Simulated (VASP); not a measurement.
Write the native input for VASP 6.6.1 that does the following.

* Task: relaxation of cell and atoms
* Functional: PBE
* Potentials or basis: VASP PAW PBE potentials, release 64 (Si, P)
* Cutoff: 520 eV
* k mesh: 6 × 6 × 6
* Occupations: gaussian, width 0.1 eV
* Spin: no spin polarisation
* Further INCAR settings: ALGO = Normal; EDIFF = 1e-06; IBRION = 2; EDIFFG = -0.01; NSW = 90; ISIF = 3

The structure of Si3P4 lies in POSCAR:

```
Si3P4
1.0
    0.0000000000      4.9490000000      4.9490000000
    4.9490000000      0.0000000000      4.9490000000
    4.9490000000      4.9490000000      0.0000000000
Si P
6 8
Direct
    0.5000000000      0.5000000000      0.5000000000
    0.7500000000      0.7500000000      0.7500000000
    0.1250000000      0.1250000000      0.1250000000
    0.1250000000      0.6250000000      0.1250000000
    0.6250000000      0.1250000000      0.1250000000
    0.1250000000      0.1250000000      0.6250000000
    0.3656546800      0.3656546800      0.9030359700
    0.9030359700      0.3656546800      0.3656546800
    0.3656546800      0.9030359700      0.3656546800
    0.3656546800      0.3656546800      0.3656546800
    0.8843453200      0.8843453200      0.3469640300
    0.8843453200      0.3469640300      0.8843453200
    0.8843453200      0.8843453200      0.8843453200
    0.3469640300      0.8843453200      0.8843453200
```

The cell was built by a generator and needn't be a form met in nature.

One way to write it, as run:

INCAR

```
SYSTEM = Si3P4
ALGO     = Normal         ! electronic algorithm
EDIFF    = 1E-6           ! SCF threshold, eV
EDIFFG   = -0.01          ! ionic threshold
ENCUT    = 520            ! plane-wave cutoff, eV
GGA      = PE             ! functional
IBRION   = 2              ! ionic algorithm
ISIF     = 3              ! what is computed and relaxed
ISMEAR   = 0              ! smearing method
KPAR     = 4            
LASPH    = .TRUE.         ! aspherical terms in the spheres
LCHARG   = .FALSE.        ! write CHGCAR
LREAL    = .FALSE.        ! projectors in reciprocal space
LWAVE    = .FALSE.        ! write WAVECAR
NELM     = 120            ! most SCF steps
NSW      = 90             ! ionic steps
PREC     = Accurate       ! precision mode
SIGMA    = 0.1            ! smearing width, eV
```

KPOINTS

```
k-points
0
G
  6 6 6
  0 0 0
```

Potentials or basis: VASP PAW PBE potentials, release 64 (Si, P).

The run is started by

```sh
$ cat potpaw_PBE.64/Si/POTCAR potpaw_PBE.64/P/POTCAR > POTCAR
$ mpirun -np 4 vasp_std > vasp.out
```

It gave:

```
Relaxed volume                         : 17.28 Å³/atom
Relaxed cell                           : a = 6.994 Å, b = 6.994 Å, c = 6.994 Å, α = 60.00°, β = 60.00°, γ = 60.00°
Space group after relaxing (to 0.05 Å) : Fd-3m (No. 227)
Energy gained by relaxing              : 0.1 meV/atom
Ionic steps                            : 4
Pressure after relaxing                : 0.0 GPa
Band gap on the k mesh                 : none (metal or under the smearing width)
```

It took 110 s on 4 MPI ranks on Intel(R) Xeon(R) Platinum 8488C (Sapphire Rapids), with other jobs on the host, peak memory 0.46 GiB a rank.
